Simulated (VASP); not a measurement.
Input:

```
CELL_PARAMETERS angstrom
      3.36107     0.00000     0.00000
     -1.68053     2.91077     0.00000
      0.00000     0.00000     5.56326
ATOMIC_POSITIONS crystal
  B  0.33333 0.66667 0.37463
  B  0.66667 0.33333 0.87463
  As 0.33333 0.66667 0.00037
  As 0.66667 0.33333 0.50037
```

Method: PBEsol GGA, VASP's PBE PAW potentials (set 64) (plane waves; VASP 6.6.1). Numerical set-up: 520 eV cut-off, Gaussian smearing of 0.050 eV, potentials B As.

Q: Give the energies of bands 3 to 11 at the high-symmetry points, in eV from the valence-band maximum.

A: 
```
band      Γ      M      K      A      L      H
----  -----  -----  -----  -----  -----  -----
3     -9.09  -8.64  -7.52  -5.28  -8.85  -8.58
4     -2.10  -7.30  -7.52  -5.28  -8.85  -8.58
5     -2.10  -6.24  -7.16  -1.28  -3.40  -6.19
6     -0.38  -4.29  -4.87  -1.28  -3.40  -6.19
7      0.00  -4.06  -4.87  -1.28  -3.35  -2.84
8      0.00  -2.08  -4.62  -1.28  -3.35  -2.84
9      2.13   1.01   1.21   2.82   1.67   2.67
10     2.69   3.62   6.12   2.82   1.67   2.67
11     2.69   4.11   6.12   4.12   2.68   4.79
```

The gap is indirect, 1.01 eV, from the valence maximum at Γ to the conduction minimum at M.

The structure comes from a computed database's BAs entry (P6_3mc); how it stands against other phases isn't given here. It was relaxed first.
